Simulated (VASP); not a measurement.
An input for Ansatz (written as the equivalent of a VASP run, and not itself run):

Ansatz 0.2 input:
```yaml
crystal:
  lattice:
    - [3.2415990, -5.5660155, -0.0157338]
    - [1.5997560, 2.7708578, -0.0000000]
    - [-0.0126529, 0.0073052, 5.1923912]
  atoms:
    - { symbol: In, position: [0.3366318, 0.3366318, 0.5025761] }
    - { symbol: Al, position: [0.1594389, 0.6594399, 0.0038065] }
    - { symbol: Al, position: [0.8330736, 0.3330726, 0.4995470] }
    - { symbol: Al, position: [0.6736154, 0.6736164, 0.0012660] }
    - { symbol: N, position: [0.3354196, 0.3354196, 0.9174656] }
    - { symbol: N, position: [0.1361576, 0.6361586, 0.3617275] }
    - { symbol: N, position: [0.8317770, 0.3317760, 0.8719562] }
    - { symbol: N, position: [0.6938841, 0.6938851, 0.3696551] }
kpoints:
  mp_grid: { grid: [5, 9, 5] }
hamiltonian:
  xc: pbesol
  pseudopotentials: { kind: paw }
scf:
  occupations: { method: tetrahedron }
  max_iter: 100
output: { forces: true, stress: true, eigenvalues: true }
```

### Question
Write the VASP files for the same calculation (PBEsol).

### Answer
One answer among several that fit: 
File POSCAR:
```
Al3InN4
1
    3.2415989701    -5.5660155291    -0.0157337961
    1.5997559557     2.7708577767    -0.0000000009
   -0.0126529009     0.0073051562     5.1923911948
In Al N
1 3 4
Direct
  0.3366317544   0.3366317544   0.5025761317
  0.1594389156   0.6594399156   0.0038064685
  0.8330736331   0.3330726331   0.4995469569
  0.6736153792   0.6736163792   0.0012659572
  0.3354196256   0.3354196256   0.9174656332
  0.1361576440   0.6361586440   0.3617275449
  0.8317769538   0.3317759538   0.8719562109
  0.6938840942   0.6938850943   0.3696550967
```

File KPOINTS:
```
Regular mesh
0
Gamma
 5 9 5
```

### INCAR
```
SYSTEM = Al3InN4
PREC = Accurate; ENCUT = 520; LREAL = .FALSE.
LASPH = .TRUE.
EDIFF = 1E-7; NELM = 100; ALGO = Normal
LMAXMIX = 4
ISMEAR = -5
GGA = PS
ISIF = 2
LWAVE = .FALSE.; LCHARG = .TRUE.; LORBIT = 11
NEDOS = 601
LEFG = .TRUE.
```

POTCAR, in this order: In_d Al N (PBE.64 set). Program: vasp_std.

The two are equivalent in intent, not identical: each code has its own PAW files, so the cut-off isn't converted (ENCUT is set for VASP's; basis.ecutwfc is left out, and Ansatz then takes the one that its files recommend); Ansatz stops its SCF on the density residual and VASP on the energy change (EDIFF); the field gradients of LEFG aren't asked of the other code.

The structure was generated: Al3InN4 was put into an ordered model structure (Pm), which need not be its known phase. It was relaxed first.
